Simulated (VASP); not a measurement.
Runs of VASP 6.6.1 on BrRb. The cell holds a molecule in a box, 2 atoms: a = 9.000 Å, b = 9.000 Å, c = 12.000 Å, α = 90.00°, β = 90.00°, γ = 90.00°. 

```tsv
task	level	cell	grid for exact exchange (PRECFOCK)	exchange at q = 0	gap on the mesh (eV)	largest force (eV/Å)
relaxation of the atoms	r2SCAN+D3(BJ)	atoms relaxed	-	-	(a)	0.01
single point	revPBE	as given	-	-	2.63	0.17
single point	PBE	atoms moved at random, drawn with an rms of 0.05 Å	-	-	2.71	0.03
single point	B3LYP+D3(BJ)	as given	Fast	truncated	3.96	0.18
relaxation of the atoms	PBE	atoms relaxed from: atoms moved at random, drawn with an rms of 0.02 Å	-	-	2.72	-
atomic charges	PBE+TS	as given	-	-	2.75	0.11
single point	RPBE+D3(BJ)	as given	-	-	2.59	(b)
single point	PBE	as given	-	-	2.75	0.07
electron localisation function	PBE	as given	-	-	2.75	0.07
single point	PBE+D3(BJ)	as given	-	-	2.75	0.07
```

Alike in all rows: potentials or basis VASP PAW PBE potentials, release 64 (Br, Rb_sv); no spin polarisation; k mesh 1 × 1 × 1; cutoff (eV) 520; smearing gaussian 0.01 eV.

Fill in the values left out.

(a) 3.60; (b) 0.12.

Caveats: the PAW data sets were made with another functional, which shifts forces and pressure a little (some runs).

A k mesh can miss the band edges, and the runs leave out spin-orbit coupling on Br, Rb.
